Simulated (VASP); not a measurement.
Calculation: PBE GGA, VASP's PBE PAW potentials (set 64) (plane waves; VASP 6.6.1).

VASP ran on this input.

File POSCAR:
```
KF
1.0
  0.0000000000   2.6750000000   2.6750000000
  2.6750000000   0.0000000000   2.6750000000
  2.6750000000   2.6750000000   0.0000000000
K F
1 1
Cart
  0.0000000000   0.0000000000   0.0000000000
  2.6750000000   2.6750000000   2.6750000000
```

**INCAR**
```
ALGO = Normal
EDIFF = 1E-6
EDIFFG = -0.01
ENCUT = 520
GGA = PE
IBRION = 2
ISIF = 3
ISMEAR = 0
LASPH = .TRUE.
LCHARG = .FALSE.
LREAL = .FALSE.
LWAVE = .FALSE.
NELM = 100
NSW = 60
PREC = Accurate
SIGMA = 0.05
SYSTEM = KF
```

### KPOINTS
```
Automatic mesh
0
Gamma
8 8 8
0 0 0
```

POTCAR, in this order: K_sv F (PBE.64 set). Program: vasp_std.

The run wrote:

### OSZICAR
```
       N       E                     dE             d eps       ncg     rms          rms(c)
DAV:   1     0.116724335312E+03    0.11672E+03   -0.84967E+03   696   0.130E+03
DAV:   2    -0.477269242074E+01   -0.12150E+03   -0.11186E+03   916   0.328E+02
DAV:   3    -0.942274322420E+01   -0.46501E+01   -0.46298E+01   876   0.608E+01
DAV:   4    -0.955484701739E+01   -0.13210E+00   -0.13203E+00  1060   0.852E+00
DAV:   5    -0.955590244404E+01   -0.10554E-02   -0.10554E-02   888   0.932E-01    0.632E+00
DAV:   6    -0.831805929521E+01    0.12378E+01   -0.43501E+00   752   0.184E+01    0.382E+00
DAV:   7    -0.829188335577E+01    0.26176E-01   -0.12335E-01   948   0.313E+00    0.230E+00
DAV:   8    -0.828915956236E+01    0.27238E-02   -0.55283E-02   744   0.279E+00    0.207E-01
DAV:   9    -0.829075747472E+01   -0.15979E-02   -0.64581E-03   960   0.667E-01    0.121E-01
DAV:  10    -0.829129501394E+01   -0.53754E-03   -0.87903E-04   768   0.300E-01    0.581E-02
DAV:  11    -0.829142233768E+01   -0.12732E-03   -0.33808E-04   756   0.152E-01    0.196E-02
DAV:  12    -0.829141417573E+01    0.81620E-05   -0.58281E-05   868   0.660E-02    0.678E-03
DAV:  13    -0.829141382386E+01    0.35186E-06   -0.45485E-06   760   0.218E-02
   1 F= -.82914138E+01 E0= -.82914138E+01  d E =-.829141E+01
       N       E                     dE             d eps       ncg     rms          rms(c)
DAV:   1    -0.837423796322E+01   -0.82824E-01   -0.15530E+00   776   0.143E+01    0.216E+00
DAV:   2    -0.830499536283E+01    0.69243E-01   -0.29244E-01   792   0.532E+00    0.540E-01
DAV:   3    -0.829730509224E+01    0.76903E-02   -0.13650E-02   984   0.130E+00    0.405E-01
DAV:   4    -0.829608708771E+01    0.12180E-02   -0.47835E-03  1220   0.557E-01    0.323E-01
DAV:   5    -0.829626956435E+01   -0.18248E-03   -0.32576E-04  1136   0.121E-01    0.666E-02
DAV:   6    -0.829629147525E+01   -0.21911E-04   -0.15406E-04  1188   0.895E-02    0.116E-02
DAV:   7    -0.829628953729E+01    0.19380E-05   -0.25172E-06   796   0.168E-02    0.121E-03
DAV:   8    -0.829628947356E+01    0.63734E-07   -0.67691E-08   520   0.287E-03
   2 F= -.82962895E+01 E0= -.82962895E+01  d E =-.487565E-02
       N       E                     dE             d eps       ncg     rms          rms(c)
DAV:   1    -0.835137156153E+01   -0.55082E-01   -0.10778E+00   776   0.119E+01    0.180E+00
DAV:   2    -0.830319040547E+01    0.48181E-01   -0.20655E-01   796   0.444E+00    0.451E-01
DAV:   3    -0.829785137116E+01    0.53390E-02   -0.96214E-03   980   0.109E+00    0.331E-01
DAV:   4    -0.829699733748E+01    0.85403E-03   -0.33628E-03  1232   0.467E-01    0.265E-01
DAV:   5    -0.829712080633E+01   -0.12347E-03   -0.22420E-04  1136   0.103E-01    0.532E-02
DAV:   6    -0.829713414928E+01   -0.13343E-04   -0.10641E-04  1188   0.748E-02    0.958E-03
DAV:   7    -0.829713242925E+01    0.17200E-05   -0.17552E-06   716   0.140E-02    0.101E-03
DAV:   8    -0.829713239059E+01    0.38664E-07   -0.62776E-08   500   0.282E-03
   3 F= -.82971324E+01 E0= -.82971324E+01  d E =-.571857E-02
       N       E                     dE             d eps       ncg     rms          rms(c)
DAV:   1    -0.829945126097E+01   -0.23188E-02   -0.44779E-02   776   0.242E+00    0.363E-01
DAV:   2    -0.829743803451E+01    0.20132E-02   -0.87147E-03   788   0.909E-01    0.943E-02
DAV:   3    -0.829721240829E+01    0.22563E-03   -0.41221E-04   996   0.225E-01    0.611E-02
DAV:   4    -0.829717816981E+01    0.34238E-04   -0.14782E-04  1240   0.985E-02    0.503E-02
DAV:   5    -0.829718849645E+01   -0.10327E-04   -0.94577E-06  1112   0.240E-02    0.800E-03
DAV:   6    -0.829719065621E+01   -0.21598E-05   -0.43169E-06  1116   0.162E-02    0.206E-03
DAV:   7    -0.829719119183E+01   -0.53562E-06   -0.10039E-07   492   0.347E-03
   4 F= -.82971912E+01 E0= -.82971912E+01  d E =-.577737E-02
```

File OUTCAR:
```
------------------------ aborting loop because EDIFF is reached ----------------------------------------
  FORCE on cell =-STRESS in cart. coord.  units (eV):
  Direction    XX          YY          ZZ          XY          YZ          ZX
  --------------------------------------------------------------------------------------
  Total       -0.0000689     -0.0000689     -0.0000689      0.0000000      0.0000000      0.0000000
  in kB       -0.0027755     -0.0027755     -0.0027755      0.0000000      0.0000000      0.0000000
  external PRESSURE =      -0.0027755 kB  Pullay stress =       0.0000000 kB
  volume of cell :       39.76
      direct lattice vectors                 reciprocal lattice vectors
    -0.000000000  2.708946145  2.708946145    -0.184573621  0.184573621  0.184573621
     2.708946145 -0.000000000  2.708946145     0.184573621 -0.184573621  0.184573621
     2.708946145  2.708946145  0.000000000     0.184573621  0.184573621 -0.184573621
  FREE ENERGIE OF THE ION-ELECTRON SYSTEM (eV)
  ---------------------------------------------------
  free  energy   TOTEN  =        -8.2971911918 eV

  energy  without entropy=       -8.2971911918  energy(sigma->0) =       -8.29719119

 reached required accuracy - stopping structural energy minimisation
```
(Selected blocks of OUTCAR.)

**CONTCAR**
```
KF
   1.00000000000000
    -0.0000000000000000    2.7089461445221121    2.7089461445221121
     2.7089461445221121   -0.0000000000000000    2.7089461445221121
     2.7089461445221121    2.7089461445221121    0.0000000000000000
  K               F
     1     1
Direct
     0.0000000000000000    0.0000000000000000    0.0000000000000000
     0.5000000000000000    0.5000000000000000    0.5000000000000000
```

Energy and stress use the plane-wave basis of the starting cell.

The compound is KF in the rock salt structure. This run relaxes it. Symmetry was kept, so distortions that lower it aren't found.
